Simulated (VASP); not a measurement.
# KCaF3 (Pm-3m) in VASP: single point with LDA

Aim: the single point of KCaF3 with LDA.

Program: VASP 6.6.1. These are calculated values, not measurements. Logs are shortened: lines on timing, memory, paths and dates and some standing lists are left out, and cuts for length are marked.

### 1 The crystal as given

The structure is cubic, space group Pm-3m (No. 221). Conventional cell: a = 4.482 Å, b = 4.482 Å, c = 4.482 Å, α = 90.00°, β = 90.00°, γ = 90.00°. K (site symmetry m-3m) is surrounded by 12 F at 3.17 Å. Ca (site symmetry m-3m) is surrounded by 6 F at 2.24 Å. F (site symmetry 4/mmm) has 2 Ca at 2.24 Å as nearest neighbours.

The cell comes from a database or a generator and needn't be the stable form of this composition.

### 2 Single point, LDA

File INCAR:

```
ALGO = Normal ; EDIFF = 1E-6
ENCUT = 520 ; ISIF = 2
ISMEAR = 0 ; LASPH = T
LCHARG = T ; LELF = T
LREAL = F ; LVHAR = T
LWAVE = F ; NBANDS = 28
NELM = 80 ; PREC = Accurate
SIGMA = 0.05
```

File KPOINTS:

```
k-points
0
Gamma
  6 6 6
```

File POSCAR:

```
KCaF3
1.0
    4.4817260000      0.0000000000      0.0000000000
    0.0000000000      4.4817260000      0.0000000000
    0.0000000000      0.0000000000      4.4817260000
K Ca F
1 1 3
Direct
    0.5000000000      0.5000000000      0.5000000000
    0.0000000000      0.0000000000      0.0000000000
    0.0000000000      0.5000000000      0.0000000000
    0.0000000000      0.0000000000      0.5000000000
    0.5000000000      0.0000000000      0.0000000000
```

Potentials or basis: VASP PAW LDA potentials, release 64 (K_sv, Ca_sv, F).

On the command line:

```
$ cat potpaw_LDA.64/K_sv/POTCAR potpaw_LDA.64/Ca_sv/POTCAR potpaw_LDA.64/F/POTCAR > POTCAR
$ mpirun -np 1 vasp_std > vasp.out
```

OUTCAR:

```text
EDIFF = 1E-6
   ENCUT = 520
   ISIF = 2
   ISMEAR = 0
   LASPH = T
   LREAL = F
   NELM = 80
   PREC = Accurate

 ion  position               nearest neighbor table
   1  0.500  0.500  0.500-
   2  0.000  0.000  0.000-   3 2.24   4 2.24   5 2.24   4 2.24   3 2.24   5 2.24
   3  0.000  0.500  0.000-   2 2.24   2 2.24
   4  0.000  0.000  0.500-   2 2.24   2 2.24
   5  0.500  0.000  0.000-   2 2.24   2 2.24

  LATTYP: Found a simple cubic cell.
 ALAT       =     4.4817260000

  Lattice vectors:

 A1 = (   4.4817260000,   0.0000000000,   0.0000000000)
 A2 = (   0.0000000000,   4.4817260000,   0.0000000000)
 A3 = (   0.0000000000,   0.0000000000,   4.4817260000)

Analysis of symmetry for initial positions (statically):
=====================================================================
 Subroutine PRICEL returns:
 Original cell was already a primitive cell.

 Routine SETGRP: Setting up the symmetry group for a
 simple cubic supercell.

 Subroutine GETGRP returns: Found 48 space group operations
 (whereof 48 operations were pure point group operations)
 out of a pool of 48 trial point group operations.

The static configuration has the point symmetry O_h .

Analysis of symmetry for dynamics (positions and initial velocities):
=====================================================================
 Subroutine PRICEL returns:
 Original cell was already a primitive cell.

 Routine SETGRP: Setting up the symmetry group for a
 simple cubic supercell.

 Subroutine GETGRP returns: Found 48 space group operations
 (whereof 48 operations were pure point group operations)
 out of a pool of 48 trial point group operations.

The dynamic configuration has the point symmetry O_h .

 Subroutine INISYM returns: Found 48 space group operations
 (whereof 48 operations are pure point group operations),
 and found     1 'primitive' translations

----------------------------------------------------------------------------------------

                                     Primitive cell

  volume of cell :      90.0194

  direct lattice vectors                    reciprocal lattice vectors
     4.481726000  0.000000000  0.000000000     0.223128322  0.000000000  0.000000000
     0.000000000  4.481726000  0.000000000     0.000000000  0.223128322  0.000000000
     0.000000000  0.000000000  4.481726000     0.000000000  0.000000000  0.223128322

  length of vectors
     4.481726000  4.481726000  4.481726000     0.223128322  0.223128322  0.223128322

  position of ions in fractional coordinates (direct lattice)
     0.500000000  0.500000000  0.500000000
     0.000000000  0.000000000  0.000000000
     0.000000000  0.500000000  0.000000000
     0.000000000  0.000000000  0.500000000
     0.500000000  0.000000000  0.000000000

  ion indices of the primitive-cell ions
   primitive index   ion index
                 1           1
                 2           2
                 3           3
                 4           4
                 5           5

----------------------------------------------------------------------------------------

 KPOINTS: k-points

Automatic generation of k-mesh.
 Grid dimensions read from file:
 generate k-points for:    6    6    6

 Generating k-lattice:

  Cartesian coordinates                     Fractional coordinates (reciprocal lattice)
     0.037188054  0.000000000  0.000000000     0.166666667  0.000000000  0.000000000
     0.000000000  0.037188054  0.000000000     0.000000000  0.166666667  0.000000000
     0.000000000  0.000000000  0.037188054     0.000000000  0.000000000  0.166666667

  Length of vectors
     0.037188054  0.037188054  0.037188054

  Shift w.r.t. Gamma in fractional coordinates (k-lattice)
     0.000000000  0.000000000  0.000000000

 Subroutine IBZKPT returns following result:
 ===========================================

 Found     20 irreducible k-points:

 Following reciprocal coordinates:
            Coordinates               Weight
  0.000000  0.000000  0.000000      1.000000
  0.166667  0.000000  0.000000      6.000000
  0.333333  0.000000  0.000000      6.000000
  0.500000  0.000000  0.000000      3.000000
  0.166667  0.166667  0.000000     12.000000
  0.333333  0.166667  0.000000     24.000000
[... 12 lines left out ...]
  0.500000  0.500000  0.333333      6.000000
  0.500000  0.500000  0.500000      1.000000
   k-points           NKPTS =     20   k-points in BZ     NKDIM =     20   number of bands    NBANDS=     28
   number of dos      NEDOS =    301   number of ions     NIONS =      5
   total plane-waves  NPLWV =  46656
   dimension x,y,z NGX =    36 NGY =   36 NGZ =   36
   dimension x,y,z NGXF=    72 NGYF=   72 NGZF=   72
   ions per type =               1   1   3
   NGX,Y,Z   is equivalent  to a cutoff of  13.35, 13.35, 13.35 a.u.
   NGXF,Y,Z  is equivalent  to a cutoff of  26.71, 26.71, 26.71 a.u.
 SYSTEM =  unknown system
   PREC   = accura    normal or accurate (medium, high low for compatibility)
   ISTART =      0    job   : 0-new  1-cont  2-samecut
   ICHARG =      2    charge: 1-file 2-atom 10-const
   ISPIN  =      1    spin polarized calculation?
   LNONCOLLINEAR =      F non collinear calculations
   LSORBIT =      F    spin-orbit coupling
   LASPH  =      T    aspherical Exc in radial PAW
   ENCUT  =  520.0 eV  38.22 Ry    6.18 a.u.   8.33  8.33  8.33*2*pi/ulx,y,z
   NELM   =     80;   NELMIN=  2; NELMDL= -5     # of ELM steps
   EDIFF  = 0.1E-05   stopping-criterion for ELM
   LREAL  =      F    real-space projection
   EDIFFG = 0.1E-04   stopping-criterion for IOM
   NSW    =      0    number of steps for IOM
   IBRION =     -1    ionic relax: 0-MD 1-quasi-New 2-CG
   NFREE  =      0    steps in history (QN), initial steepest desc. (CG)
   ISIF   =      2    stress and relaxation
   ISYM   =      2    0-nonsym 1-usesym 2-fastsym
   POTIM  = 0.5000    time-step for ionic-motion
   TEBEG  =    0.0;   TEEND  =   0.0 temperature during run
   PSTRESS=    0.0 pullay stress
   NELECT =      40.0000    total number of electrons
   NUPDOWN=      -1.0000    fix difference up-down
   EMIN   =  10.00;   EMAX   =-10.00  energy-range for DOS
   EFERMI =   0.00;   METHOD = LEGACY
   ISMEAR =     0;   SIGMA  =   0.05  broadening in eV -4-tet -1-fermi 0-gaus
   EFERMI_NEDOS =   21; number of points for ismear=-14 and -15
   IALGO  =     38    algorithm
   IMIX   =      4    mixing-type and parameters
     AMIX     =   0.40;   BMIX     =  1.00
     AMIX_MAG =   1.60;   BMIX_MAG =  1.00
  volume/ion in A,a.u.               =      18.00       121.50
  Fermi-wavevector in a.u.,A,eV,Ry     =   1.249250  2.360741 21.233616  1.560627
  Thomas-Fermi vector in A             =   2.383300
   LORBIT       =      0    0 simple, 1 ext, 2 COOP (PROOUT), +10 PAW based schemes
   GGA     = CA    functional components
   LHFCALC =     F    Hartree Fock is set to
   AEXX    =    0.0000 exact exchange contribution
   IVDW    =     0    specifies the selected vdW correction
   LEPSILON=     F    determine dielectric tensor
   LRPA    =     F    only Hartree local field effects (RPA)
 non-spin polarized calculation
 Gauss-broadening in eV      SIGMA  =   0.05
  energy-cutoff  :      520.00
  volume of cell :       90.02
 maximum number of plane-waves:      2469
 NGX is ok and might be reduce to    36
   NGX = 17   NGY = 17   NGZ = 17

 number of electron      40.0000007 magnetization

 Free energy of the ion-electron system (eV)
  ---------------------------------------------------
  ext. energy  EPLUGINS =         0.00000000
  ---------------------------------------------------
  free energy    TOTEN  =       -27.61990608 eV

  energy without entropy =      -27.61990608  energy(sigma->0) =      -27.61990608

 E-fermi :  -2.7270     XC(G=0):  -9.1378

 val. band max:       -2.9886636121   @ k =   0.5000   0.5000   0.5000
 cond. band min:       2.8030775625   @ k =   0.0000   0.0000   0.0000
 fundamental gap:      5.7917411746
 Fermi energy:        -2.7270372215

 k-point     1 :       0.0000    0.0000    0.0000
  band No.  band energies     occupation
      1     -37.9100      2.00000
      2     -29.1862      2.00000
      3     -21.7636      2.00000
      4     -21.6449      2.00000
      5     -21.6449      2.00000
      6     -19.3705      2.00000
[... 20 lines left out ...]
     27       8.0833      0.00000
     28       8.0833      0.00000

 k-point     2 :       0.1667    0.0000    0.0000
  band No.  band energies     occupation
      1     -37.9087      2.00000
      2     -29.1853      2.00000
      3     -21.8527      2.00000
      4     -21.7094      2.00000
      5     -21.6441      2.00000
      6     -19.3692      2.00000
[... 20 lines left out ...]
     27       8.0358      0.00000
     28       8.3472      0.00000

 k-point     3 :       0.3333    0.0000    0.0000
  band No.  band energies     occupation
      1     -37.9060      2.00000
      2     -29.1835      2.00000
      3     -22.0859      2.00000
      4     -21.7277      2.00000
      5     -21.6426      2.00000
      6     -19.3665      2.00000
[... 20 lines left out ...]
     27       7.8916      0.00000
     28       8.3504      0.00000

 k-point     4 :       0.5000    0.0000    0.0000
  band No.  band energies     occupation
      1     -37.9047      2.00000
      2     -29.1826      2.00000
      3     -22.1902      2.00000
      4     -21.7310      2.00000
      5     -21.6422      2.00000
      6     -19.3652      2.00000
[... 20 lines left out ...]
     27       7.7644      0.00000
     28       8.1215      0.00000

 k-point     5 :       0.1667    0.1667    0.0000
  band No.  band energies     occupation
      1     -37.9074      2.00000
      2     -29.1844      2.00000
      3     -21.8751      2.00000
      4     -21.8099      2.00000
      5     -21.6732      2.00000
      6     -19.3679      2.00000
[... 20 lines left out ...]
     27       8.1250      0.00000
     28       8.4636      0.00000

 k-point     6 :       0.3333    0.1667    0.0000
  band No.  band energies     occupation
      1     -37.9047      2.00000
      2     -29.1826      2.00000
      3     -22.0863      2.00000
      4     -21.8441      2.00000
      5     -21.6767      2.00000
      6     -19.3653      2.00000
[... 339 lines left out ...]
      5     -22.0735      2.00000
      6     -18.7604      2.00000
[... 20 lines left out ...]
     27       8.4663      0.00000
     28       8.5560      0.00000

 k-point    18 :       0.5000    0.3333    0.3333
  band No.  band energies     occupation
      1     -37.8968      2.00000
      2     -29.1777      2.00000
      3     -22.1878      2.00000
      4     -22.0902      2.00000
      5     -22.0719      2.00000
      6     -18.7569      2.00000
[... 20 lines left out ...]
     27       8.3473      0.00000
     28       8.7335      0.00000

 k-point    19 :       0.5000    0.5000    0.3333
  band No.  band energies     occupation
      1     -37.8955      2.00000
      2     -29.1769      2.00000
      3     -22.1868      2.00000
      4     -22.1868      2.00000
      5     -22.0796      2.00000
      6     -18.7534      2.00000
[... 20 lines left out ...]
     27       8.1481      0.00000
     28       8.7013      0.00000

 k-point    20 :       0.5000    0.5000    0.5000
  band No.  band energies     occupation
      1     -37.8942      2.00000
      2     -29.1762      2.00000
      3     -22.1854      2.00000
      4     -22.1854      2.00000
      5     -22.1854      2.00000
      6     -18.5747      2.00000
[... 20 lines left out ...]
     27       7.6635      0.00000
     28       9.7123      0.00000

------------------------ aborting loop because EDIFF is reached ----------------------------------------

  FORCE on cell =-STRESS in cart. coord.  units (eV):
  Direction    XX          YY          ZZ          XY          YZ          ZX
  --------------------------------------------------------------------------------------
  -------------------------------------------------------------------------------------
  Total       -2.8562052     -2.8562052     -2.8562052      0.0000000     -0.0000000      0.0000000
  in kB      -50.8351467    -50.8351467    -50.8351467      0.0000000     -0.0000000      0.0000000
  external PRESSURE =     -50.8351467 kB  Pullay stress =       0.0000000 kB

 VOLUME and BASIS-vectors are now :
 -----------------------------------------------------------------------------
  energy-cutoff  :      520.00
  volume of cell :       90.02
      direct lattice vectors                 reciprocal lattice vectors
     4.481726000  0.000000000  0.000000000     0.223128322  0.000000000  0.000000000
     0.000000000  4.481726000  0.000000000     0.000000000  0.223128322  0.000000000
     0.000000000  0.000000000  4.481726000     0.000000000  0.000000000  0.223128322

 POSITION                                       TOTAL-FORCE (eV/Angst)
 -----------------------------------------------------------------------------------
      2.24086      2.24086      2.24086         0.000000      0.000000      0.000000
      0.00000      0.00000      0.00000         0.000000      0.000000      0.000000
      0.00000      2.24086      0.00000         0.000000      0.000000      0.000000
      0.00000      0.00000      2.24086         0.000000      0.000000      0.000000
      2.24086      0.00000      0.00000         0.000000      0.000000      0.000000
 -----------------------------------------------------------------------------------
    total drift:                                0.000000      0.000000     -0.000000

  FREE ENERGIE OF THE ION-ELECTRON SYSTEM (eV)
  ---------------------------------------------------
  free  energy   TOTEN  =       -27.6199060798 eV

  energy  without entropy=      -27.6199060798  energy(sigma->0) =      -27.61990608
```

Wall time 18 s (1 thread of Intel Xeon 6975P-C (Granite Rapids), shared host); peak memory 0.19 GiB.

What came out:

```yaml
Free_energy: -27.6199 eV
Pressure: -5.1 GPa
Band_gap_on_the_k_mesh: 5.79 eV, indirect (least direct gap 5.97 eV)
```

A k mesh can miss the band edges. LDA gaps usually lie below the measured ones, often by a third to a half.
